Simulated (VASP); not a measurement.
Here is the system:

```xyz
2
Lattice="1.3462 -2.3317 0.0000 1.3462 2.3317 0.0000 0.0000 0.0000 4.2657" Properties=species:S:1:pos:R:3 pbc="T T T"
Os     1.3462     0.7772     1.0664
Os     1.3462    -0.7772     3.1993
```

Calculation: PBE GGA, VASP's PBE PAW potentials (set 64) (plane waves; VASP 6.6.1). Numerical set-up: 500 eV cut-off, 15×15×9 Γ-centred mesh, first-order Methfessel-Paxton smearing of 0.10 eV, potentials Os.

Unless said otherwise, spin-orbit coupling is left out, though it shifts the bands of the heavy elements here.

Estimate the energy per atom (σ→0), pressure, band gap (on the k-mesh) with the smallest direct gap where there is one.

```json
{
 "band gap (on the k-mesh)": "none (metal, semimetal or under 0.01 eV)",
 "energy per atom (σ→0)": "-11.174 eV/atom",
 "pressure": "30.14 GPa"
}
```

Total energies compare only between runs with the same potentials, cut-off and functional.

The compound is Os in the hcp structure. It was relaxed first under an external pressure of 30 GPa.
